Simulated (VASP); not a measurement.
These are rev-vdW-DF2, VASP's PBE PAW potentials (set 64) (plane waves; VASP) values and carry that method's errors.

A VASP calculation is set up with these files.

**INCAR**
```
! general
SYSTEM  =CeO2
PREC    =Accurate
ENCUT   =520   ! plane-wave cut-off (eV)
LREAL   =.False.   ! projection in real space or not
LASPH   =.True.   ! aspherical one-centre terms

! electronic loop
EDIFF   =1E-6   ! SCF stop (eV)
NELM    =100
ALGO    =Normal
LMAXMIX =6

! smearing
ISMEAR  =0   ! Gaussian
SIGMA   =0.05   ! width (eV)

! functional
GGA     =MK
LUSE_VDW=.True.
AGGAC   =0.0
PARAM1  =0.1234568
PARAM2  =0.7114
ZAB_VDW =-1.8867

! ions
IBRION  =2
NSW     =60
ISIF    =3
EDIFFG  =-0.02   ! ionic stop

! output
LWAVE   =.False.
LCHARG  =.False.
```

POSCAR:
```
CeO2
1
   -0.0000000000     2.7197014198     2.7197014198
    2.7197014198     0.0000000000     2.7197014198
    2.7197014198     2.7197014198    -0.0000000000
Ce O
1 2
Direct
  0.0000000000   0.0000000000   0.0000000000
  0.2500000000   0.2500000000   0.2500000000
  0.7500000000   0.7500000000   0.7500000000
```

**KPOINTS**
```
Automatic mesh
0
G
 6 6 6
0 0 0
```

POTCAR, in this order: Ce O (PBE.64 set). Program: vasp_std.

Output of the run:

**OSZICAR**
```
       N       E                     dE             d eps       ncg     rms          rms(c)
DAV:   1     0.233152229556E+03    0.23315E+03   -0.11564E+04   520   0.199E+03
DAV:   2     0.125418746674E+02   -0.22061E+03   -0.21227E+03   776   0.311E+02
DAV:   3    -0.250875524597E+02   -0.37629E+02   -0.32071E+02   648   0.146E+02
DAV:   4    -0.268646485490E+02   -0.17771E+01   -0.17769E+01   840   0.343E+01
DAV:   5    -0.269375098358E+02   -0.72861E-01   -0.72858E-01   816   0.625E+00    0.299E+01
DAV:   6    -0.249672201371E+02    0.19703E+01   -0.97616E+01   752   0.597E+01    0.286E+01
DAV:   7    -0.234691983511E+02    0.14980E+01   -0.20193E+02   776   0.132E+02    0.213E+01
DAV:   8    -0.227817679458E+02    0.68743E+00   -0.38228E+00   616   0.213E+01    0.143E+01
DAV:   9    -0.214001087920E+02    0.13817E+01   -0.64758E+00   760   0.212E+01    0.207E+00
DAV:  10    -0.213500183395E+02    0.50090E-01   -0.25903E-01   896   0.447E+00    0.138E+00
DAV:  11    -0.213239216398E+02    0.26097E-01   -0.45146E-02   744   0.206E+00    0.116E+00
DAV:  12    -0.212946909330E+02    0.29231E-01   -0.10955E-01   696   0.306E+00    0.595E-01
DAV:  13    -0.212961018620E+02   -0.14109E-02   -0.93173E-02   784   0.283E+00    0.723E-01
DAV:  14    -0.212934738587E+02    0.26280E-02   -0.60096E-02   760   0.230E+00    0.262E-01
DAV:  15    -0.212929284850E+02    0.54537E-03   -0.50477E-03   760   0.686E-01    0.343E-02
DAV:  16    -0.212929309924E+02   -0.25073E-05   -0.23425E-04   736   0.117E-01    0.226E-02
DAV:  17    -0.212929367799E+02   -0.57875E-05   -0.18312E-04   800   0.124E-01    0.190E-02
DAV:  18    -0.212929324793E+02    0.43006E-05   -0.13444E-05   736   0.333E-02    0.120E-02
DAV:  19    -0.212929294712E+02    0.30081E-05   -0.24169E-05   736   0.460E-02    0.456E-03
DAV:  20    -0.212929293938E+02    0.77397E-07   -0.24557E-07   344   0.463E-03
   1 F= -.21292929E+02 E0= -.21292929E+02  d E =-.212929E+02
```

File OUTCAR:
```
------------------------ aborting loop because EDIFF is reached ----------------------------------------
  FORCE on cell =-STRESS in cart. coord.  units (eV):
  Direction    XX          YY          ZZ          XY          YZ          ZX
  --------------------------------------------------------------------------------------
  Total        0.0062918      0.0062918      0.0062918     -0.0000000     -0.0000000      0.0000000
  in kB        0.2505481      0.2505481      0.2505481     -0.0000000     -0.0000000      0.0000000
  external PRESSURE =       0.2505481 kB  Pullay stress =       0.0000000 kB
  volume of cell :       40.23
      direct lattice vectors                 reciprocal lattice vectors
     0.000000000  2.719701420  2.719701420    -0.183843710  0.183843710  0.183843710
     2.719701420  0.000000000  2.719701420     0.183843710 -0.183843710  0.183843710
     2.719701420  2.719701420  0.000000000     0.183843710  0.183843710 -0.183843710
 POSITION                                       TOTAL-FORCE (eV/Angst)
 -----------------------------------------------------------------------------------
      0.00000      0.00000      0.00000         0.000000     -0.000000      0.000000
      1.35985      1.35985      1.35985        -0.000000     -0.000000     -0.000000
      4.07955      4.07955      4.07955         0.000000      0.000000      0.000000
 -----------------------------------------------------------------------------------
    total drift:                                0.000000     -0.000000      0.000000
  FREE ENERGIE OF THE ION-ELECTRON SYSTEM (eV)
  ---------------------------------------------------
  free  energy   TOTEN  =       -21.2929293938 eV

  energy  without entropy=      -21.2929293938  energy(sigma->0) =      -21.29292939

 reached required accuracy - stopping structural energy minimisation
```
(Selected blocks of OUTCAR.)

The compound is CeO2 in the fluorite structure. It was relaxed first. The start is the result of an earlier pass. The run is not spin-polarised, so no magnetic state was tried.
